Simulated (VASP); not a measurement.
All values below come from PBE GGA with D3 dispersion (Becke-Johnson damping), VASP's PBE PAW potentials (set 64) (plane waves; VASP 6.6.1).

A VASP calculation is set up with these files.

INCAR:
```
SYSTEM = BAs
PREC = Accurate
ENCUT = 520
EDIFF = 1E-7
NELM = 100
ALGO = Normal
LREAL = .FALSE.
LASPH = .TRUE.
ISMEAR = -5
GGA = PE
IVDW = 12
LMAXMIX = 4
LWAVE = .FALSE.
LCHARG = .TRUE.
LORBIT = 11
NEDOS = 601
ISIF = 2
```

### POSCAR
```
BAs
1
    0.0000000000     2.3858968456     2.3858968456
    2.3858968456    -0.0000000000     2.3858968456
    2.3858968456     2.3858968456     0.0000000000
B As
1 1
Direct
  0.0000000000   0.0000000000   0.0000000000
  0.2500000000   0.2500000000   0.2500000000
```

File KPOINTS:
```
kpoints
0
gamma
  11 11 11
```

POTCAR, in this order: B As (PBE.64 set). Program: vasp_std.

Output of the run:

### OSZICAR
```
       N       E                     dE             d eps       ncg     rms          rms(c)
DAV:   1     0.152262565876E+02    0.15226E+02   -0.39672E+03   896   0.889E+02
DAV:   2    -0.116889756264E+02   -0.26915E+02   -0.26515E+02  1448   0.108E+02
DAV:   3    -0.120493828011E+02   -0.36041E+00   -0.36041E+00   960   0.173E+01
DAV:   4    -0.120501721885E+02   -0.78939E-03   -0.78939E-03  1408   0.764E-01
DAV:   5    -0.120501723010E+02   -0.11247E-06   -0.11247E-06   976   0.802E-03    0.496E+00
DAV:   6    -0.114708231439E+02    0.57935E+00   -0.18535E+00   928   0.706E+00    0.246E+00
DAV:   7    -0.114110396098E+02    0.59784E-01   -0.21062E-01  1280   0.277E+00    0.958E-01
DAV:   8    -0.114040659044E+02    0.69737E-02   -0.21787E-02   976   0.104E+00    0.118E-01
DAV:   9    -0.114043898537E+02   -0.32395E-03   -0.59903E-04  1160   0.199E-01    0.679E-02
DAV:  10    -0.114045723735E+02   -0.18252E-03   -0.29152E-04  1112   0.126E-01    0.164E-02
DAV:  11    -0.114045781494E+02   -0.57759E-05   -0.11348E-05  1280   0.268E-02    0.141E-02
DAV:  12    -0.114045777143E+02    0.43509E-06   -0.24668E-06   976   0.110E-02    0.223E-03
DAV:  13    -0.114045777243E+02   -0.99355E-08   -0.71366E-08   832   0.221E-03
   1 F= -.12066541E+02 E0= -.12066541E+02  d E =0.000000E+00
```

### OUTCAR
```
------------------------ aborting loop because EDIFF is reached ----------------------------------------
 Edisp (eV)   -0.66196
  FORCE on cell =-STRESS in cart. coord.  units (eV):
  Direction    XX          YY          ZZ          XY          YZ          ZX
  --------------------------------------------------------------------------------------
  Total       0.00208     0.00208     0.00208    -0.00000    -0.00000     0.00000
  in kB       0.12244     0.12244     0.12244    -0.00000    -0.00000     0.00000
  external pressure =        0.12 kB  Pullay stress =        0.00 kB
  volume of cell :       27.16
      direct lattice vectors                 reciprocal lattice vectors
     0.000000000  2.385896846  2.385896846    -0.209564802  0.209564802  0.209564802
     2.385896846  0.000000000  2.385896846     0.209564802 -0.209564802  0.209564802
     2.385896846  2.385896846  0.000000000     0.209564802  0.209564802 -0.209564802
  FREE ENERGIE OF THE ION-ELECTRON SYSTEM (eV)
  ---------------------------------------------------
  free  energy   TOTEN  =       -12.0665412506 eV

  energy  without entropy=      -12.0665412506  energy(sigma->0) =      -12.06654125

 total charge

# of ion       s       p       d       tot
------------------------------------------
    1        0.660   1.184   0.000   1.844
    2        1.172   1.665   0.089   2.927
--------------------------------------------------
tot          1.833   2.849   0.089   4.771
```
(Selected blocks of OUTCAR.)

The compound is BAs in the zinc blende structure. It was relaxed first.
